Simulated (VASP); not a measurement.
Method: r2SCAN meta-GGA, VASP's PBE PAW potentials (set 64) (plane waves; VASP).

The input files of a VASP run:

**INCAR**
```
ALGO = Normal
EDIFF = 1E-6
EDIFFG = -0.02
ENCUT = 400
IBRION = 2
ISIF = 3
ISMEAR = 0
LASPH = .TRUE.
LCHARG = .FALSE.
LMAXMIX = 4
LMIXTAU = .TRUE.
LREAL = .FALSE.
LWAVE = .FALSE.
METAGGA = R2SCAN
NELM = 100
NSW = 60
PREC = Accurate
SIGMA = 0.05
SYSTEM = Cd4TeSe3
```

KPOINTS:
```
Regular mesh
0
Gamma
5 3 4
```

POSCAR:
```
Cd4TeSe3
1
    4.4189449449     0.0000000000     0.0000000000
    0.0000000000     8.8428027021     0.0000000000
    0.0000000000     0.0000000000     6.1906108511
Cd Te Se
4 1 3
Direct
  0.0000000000   0.2379132074   0.0085787483
  0.0000000000   0.7620867926   0.0085787483
  0.5000000000   0.0000000000   0.5056496596
  0.5000000000   0.5000000000   0.4760599649
  0.0000000000   0.5000000000   0.7527070699
  0.5000000000   0.2430971080   0.2502621073
  0.5000000000   0.7569028920   0.2502621073
  0.0000000000   0.0000000000   0.7479115943
```

POTCAR, in this order: Cd Te Se (PBE.64 set). Program: vasp_std.

What VASP printed:

File OSZICAR:
```
       N       E                     dE             d eps       ncg     rms          rms(c)
DAV:   1     0.294459291744E+03    0.29446E+03   -0.30035E+04  1548   0.124E+03
DAV:   2    -0.147035182958E+03   -0.44149E+03   -0.43373E+03  1752   0.333E+02
DAV:   3    -0.173284145519E+03   -0.26249E+02   -0.26153E+02  1809   0.813E+01
DAV:   4    -0.173563895450E+03   -0.27975E+00   -0.27944E+00  1786   0.798E+00
DAV:   5    -0.173567415539E+03   -0.35201E-02   -0.35192E-02  1868   0.790E-01    0.116E+01
DAV:   6    -0.162129304050E+03    0.11438E+02   -0.12614E+01  1906   0.334E+01    0.134E+01
DAV:   7    -0.159544210882E+03    0.25851E+01   -0.85040E-01  1635   0.632E+00    0.103E+01
DAV:   8    -0.157669754710E+03    0.18745E+01   -0.80213E-01  1560   0.607E+00    0.976E-01
DAV:   9    -0.153213387704E+03    0.44564E+01   -0.18598E+00  1566   0.678E+00    0.125E+00
DAV:  10    -0.153453126660E+03   -0.23974E+00   -0.84821E-02  1657   0.153E+00    0.123E+00
DAV:  11    -0.153544925207E+03   -0.91799E-01   -0.45901E-03  1823   0.300E-01    0.108E+00
DAV:  12    -0.153977310850E+03   -0.43239E+00   -0.38703E-01  1602   0.227E+00    0.107E+00
DAV:  13    -0.154309496808E+03   -0.33219E+00   -0.44117E-01  1618   0.294E+00    0.180E+00
DAV:  14    -0.154038085206E+03    0.27141E+00   -0.87391E-02  1608   0.168E+00    0.150E+00
DAV:  15    -0.154289286070E+03   -0.25120E+00   -0.22010E-01  1563   0.236E+00    0.439E-01
DAV:  16    -0.154297848779E+03   -0.85627E-02   -0.32606E-02  1680   0.688E-01    0.202E-01
DAV:  17    -0.154290678966E+03    0.71698E-02   -0.58550E-03  1578   0.416E-01    0.203E-01
DAV:  18    -0.154290605519E+03    0.73447E-04   -0.14895E-04  1792   0.473E-02    0.199E-01
DAV:  19    -0.154287874090E+03    0.27314E-02   -0.37956E-04  1599   0.879E-02    0.202E-01
DAV:  20    -0.154297421580E+03   -0.95475E-02   -0.43834E-03  1575   0.342E-01    0.103E-01
DAV:  21    -0.154298027626E+03   -0.60605E-03   -0.18900E-03  1622   0.240E-01    0.112E-01
DAV:  22    -0.154298231278E+03   -0.20365E-03   -0.18214E-04  1681   0.933E-02    0.974E-02
DAV:  23    -0.154298386437E+03   -0.15516E-03   -0.12536E-04  1632   0.564E-02    0.280E-02
DAV:  24    -0.154298682411E+03   -0.29597E-03   -0.74074E-05  1587   0.476E-02    0.195E-02
DAV:  25    -0.154298844809E+03   -0.16240E-03   -0.86235E-05  1596   0.445E-02    0.241E-02
DAV:  26    -0.154298874814E+03   -0.30005E-04   -0.10029E-05  1644   0.165E-02    0.209E-02
DAV:  27    -0.154298877149E+03   -0.23350E-05   -0.57889E-06  1516   0.140E-02    0.105E-02
DAV:  28    -0.154298875585E+03    0.15635E-05   -0.59281E-07   931   0.389E-03    0.927E-03
DAV:  29    -0.154298876392E+03   -0.80612E-06   -0.11542E-06   966   0.511E-03
   1 F= -.15429888E+03 E0= -.15429888E+03  d E =-.154299E+03
       N       E                     dE             d eps       ncg     rms          rms(c)
DAV:   1    -0.154298984751E+03   -0.10917E-03   -0.95501E-02  1560   0.145E+00    0.814E-02
DAV:   2    -0.154299041838E+03   -0.57086E-04   -0.10045E-03  1641   0.184E-01    0.356E-02
DAV:   3    -0.154299124621E+03   -0.82783E-04   -0.13584E-04  1569   0.688E-02    0.238E-02
DAV:   4    -0.154299002284E+03    0.12234E-03   -0.14746E-04  1592   0.677E-02    0.896E-03
DAV:   5    -0.154299126837E+03   -0.12455E-03   -0.10486E-04  1572   0.566E-02    0.479E-03
DAV:   6    -0.154299131509E+03   -0.46721E-05   -0.47340E-06  1448   0.115E-02    0.225E-03
DAV:   7    -0.154299131269E+03    0.23969E-06   -0.61789E-07   967   0.467E-03
   2 F= -.15429913E+03 E0= -.15429913E+03  d E =-.254878E-03
       N       E                     dE             d eps       ncg     rms          rms(c)
DAV:   1    -0.154298293944E+03    0.83756E-03   -0.86052E-01  1557   0.437E+00    0.245E-01
DAV:   2    -0.154298774496E+03   -0.48055E-03   -0.91206E-03  1627   0.560E-01    0.108E-01
DAV:   3    -0.154299547133E+03   -0.77264E-03   -0.11933E-03  1566   0.204E-01    0.730E-02
DAV:   4    -0.154298409045E+03    0.11381E-02   -0.13252E-03  1580   0.203E-01    0.281E-02
DAV:   5    -0.154299583714E+03   -0.11747E-02   -0.90243E-04  1560   0.166E-01    0.144E-02
DAV:   6    -0.154299615608E+03   -0.31894E-04   -0.39992E-05  1664   0.331E-02    0.681E-03
DAV:   7    -0.154299615127E+03    0.48044E-06   -0.71093E-06  1660   0.157E-02
   3 F= -.15429962E+03 E0= -.15429962E+03  d E =-.738736E-03
```

File OUTCAR:
```
------------------------ aborting loop because EDIFF is reached ----------------------------------------
  FORCE on cell =-STRESS in cart. coord.  units (eV):
  Direction    XX          YY          ZZ          XY          YZ          ZX
  --------------------------------------------------------------------------------------
  Total       -0.0602769     -0.0761071     -0.0412305      0.0000000      0.0000000      0.0000000
  in kB       -0.3988189     -0.5035582     -0.2727991      0.0000000      0.0000000      0.0000000
  external PRESSURE =      -0.3917254 kB  Pullay stress =       0.0000000 kB
  volume of cell :      242.15
      direct lattice vectors                 reciprocal lattice vectors
     4.418253503  0.000000000  0.000000000     0.226333776  0.000000000  0.000000000
     0.000000000  8.836790224  0.000000000     0.000000000  0.113163261  0.000000000
     0.000000000  0.000000000  6.202128693     0.000000000  0.000000000  0.161234965
 POSITION                                       TOTAL-FORCE (eV/Angst)
 -----------------------------------------------------------------------------------
      0.00000      2.09995      0.05538         0.000000      0.009792     -0.002832
      0.00000      6.73684      0.05538         0.000000     -0.009792     -0.002832
      2.20913      0.00000      3.14269         0.000000      0.000000      0.019675
      2.20913      4.41840      2.94417         0.000000      0.000000     -0.010215
      0.00000      4.41840      4.66555         0.000000      0.000000     -0.010235
      2.20913      2.14372      1.55224        -0.000000     -0.015432     -0.001347
      2.20913      6.69307      1.55224        -0.000000      0.015432     -0.001347
      0.00000      0.00000      4.63881         0.000000      0.000000      0.009133
 -----------------------------------------------------------------------------------
    total drift:                                0.000000     -0.000000     -0.001918
  FREE ENERGIE OF THE ION-ELECTRON SYSTEM (eV)
  ---------------------------------------------------
  free  energy   TOTEN  =      -154.2996151271 eV

  energy  without entropy=     -154.2996151271  energy(sigma->0) =     -154.29961513

 reached required accuracy - stopping structural energy minimisation
```
(Selected blocks of OUTCAR.)

File CONTCAR:
```
Cd4TeSe3
   1.00000000000000
     4.4182535029955918    0.0000000000000000    0.0000000000000000
     0.0000000000000000    8.8367902238417653    0.0000000000000000
     0.0000000000000000    0.0000000000000000    6.2021286931214563
  Cd              Te              Se
     4     1     3
Direct
     0.0000000000000000    0.2376372697039293    0.0089285375113125
     0.0000000000000000    0.7623627302960707    0.0089285375113125
     0.5000000000000000    0.0000000000000000    0.5067115867945456
     0.5000000000000000    0.5000000000000000    0.4747033276112065
     0.0000000000000000    0.5000000000000000    0.7522501324881732
     0.5000000000000000    0.2425906181207823    0.2502745914044070
     0.5000000000000000    0.7574093818792177    0.2502745914044070
     0.0000000000000000    0.0000000000000000    0.7479386951746512
```

The structure comes from a computed database's Cd4TeSe3 entry (Pmm2); how it stands against other phases isn't given here. This run relaxes it. Symmetry was kept, so distortions that lower it aren't found. The start is the result of an earlier pass.
